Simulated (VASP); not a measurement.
Level of theory: r2SCAN meta-GGA, VASP's PBE PAW potentials (set 64) (plane waves; VASP 6.6.1).

Input for VASP

KPOINTS:
```
kpoints
0
gamma
14 14 8
```

File POSCAR:
```
Tc
1.0
  1.3700000000  -2.3729100000   0.0000000000
  1.3700000000   2.3729100000   0.0000000000
  0.0000000000   0.0000000000   4.3900000000
Tc
2
Direct
  0.3333330000   0.6666670000   0.2500000000
  0.6666670000   0.3333330000   0.7500000000
```

**INCAR**
```
SYSTEM = Tc
PREC = Accurate
ENCUT = 400
EDIFF = 1E-6
NELM = 100
ALGO = Normal
LREAL = .FALSE.
LASPH = .TRUE.
ISMEAR = 1
SIGMA = 0.1
METAGGA = R2SCAN
LMIXTAU = .TRUE.
LMAXMIX = 4
LWAVE = .FALSE.
LCHARG = .FALSE.
IBRION = 2
ISIF = 3
NSW = 60
EDIFFG = -0.01
```

POTCAR, in this order: Tc_pv (PBE.64 set). Program: vasp_std.

Q: What will the output report for the number of irreducible k-points (NKPTS), largest plane-wave count, number of space-group operations, FFT grid (NGX, NGY, NGZ)?

A: 
```yaml
number of irreducible k-points (NKPTS): 120
largest_plane_wave_count: 543
number_of_space_group_operations: 24
FFT grid (NGX, NGY, NGZ): 18 × 18 × 30
```

The compound is Tc in the hcp structure. This run relaxes it. Symmetry was kept, so distortions that lower it aren't found.
